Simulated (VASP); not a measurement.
```yaml
crystal:
  lattice:
    - [0.00000, 3.14980, 3.14980]
    - [3.14980, 0.00000, 3.14980]
    - [3.14980, 3.14980, 0.00000]
  atoms:
    - { symbol: C, position: [0.00000, 0.00000, 0.00000] }
    - { symbol: Ru, position: [0.50000, 0.50000, 0.50000] }
    - { symbol: Ru, position: [0.25000, 0.25000, 0.25000] }
    - { symbol: Ru, position: [0.75000, 0.75000, 0.75000] }
```

The base run (VASP): PBE GGA, plane waves, VASP's PBE PAW potentials (set 64). Run with 520 eV cut-off, 6×6×6 Γ-centred mesh, Gaussian smearing of 0.050 eV, potentials C Ru_pv.

One setting is varied; ΔE counts from the most expensive setting. The base run took about 20 core-seconds. Costs are core time on shared hosts, one run each; read them as rough ratios.

Pressures at a finite cut-off, here 520 eV, hold a Pulay part, which this task's highest cut-off puts under 0.2 GPa.

```csv
setting,cost over the base run,electronic steps,ΔE (meV/atom),pressure (GPa)
KPOINTS 1×1×1 Γ-centred mesh,about 1/2,21,837.8,-12.46
base run,reference,14,-4.6,-36.10
KPOINTS 7×7×7 Γ-centred mesh,within a factor of 2,14,0.7,-35.59
KPOINTS 8×8×8 Γ-centred mesh,within a factor of 2,14,-3.1,-35.84
KPOINTS 9×9×9 Γ-centred mesh,within a factor of 2,14,1.9,-35.72
KPOINTS 10×10×10 Γ-centred mesh,[?],14,[?],[?]
KPOINTS 12×12×12 Γ-centred mesh,about 4 times,14,0.0,-35.76
```

Some entries are withheld; supply them.

- KPOINTS 10×10×10 Γ-centred mesh, cost over the base run: about 2 times
- KPOINTS 10×10×10 Γ-centred mesh, ΔE (meV/atom): 0.4
- KPOINTS 10×10×10 Γ-centred mesh, pressure (GPa): -35.74

Left out are runs that failed, have no time on record or changed the cell.

The structure was generated: Ru3C was put into the D03 type (Fm-3m), which need not be its known phase. The cell was not relaxed at this level.
